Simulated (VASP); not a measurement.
Given:

```
CELL_PARAMETERS angstrom
      0.00000     1.75852     1.75852
      1.75852     0.00000     1.75852
      1.75852     1.75852     0.00000
ATOMIC_POSITIONS crystal
  Ni 0.00000 0.00000 0.00000
```
Starting moments (μB, in the order of the record's atoms Ni): 0.6.

Calculation: PBE GGA, VASP's PBE PAW potentials (set 64) (plane waves; VASP). Run with 520 eV cut-off, 18×18×18 Γ-centred mesh, first-order Methfessel-Paxton smearing of 0.10 eV, potentials Ni.

Task: Give the energy at these volumes per atom, relative to the lowest: 10.22, 10.54, 10.87, 11.19, 11.52 Å³.

Result: 27.9, 6.7, 0.0, 5.4, 21.0 meV/atom. A third-order Birch-Murnaghan fit gives B0 = 197 GPa and B0′ = 4.9.

Measured: bulk modulus 192 GPa at 0 K (computed value off by +2.6 %), as given by Daniel Mejia-Rodriguez et al., Physical Review B (2018), arXiv:1807.09216 [0 K value with the zero-point phonon effect removed]; a 3.508 Å at 0 K (computed value off by +0.3 %), as given by Daniel Mejia-Rodriguez et al., Physical Review B (2018), arXiv:1807.09216 [static lattice: zero-point anharmonic expansion removed].

The compound is Ni in the fcc structure. It was relaxed first.
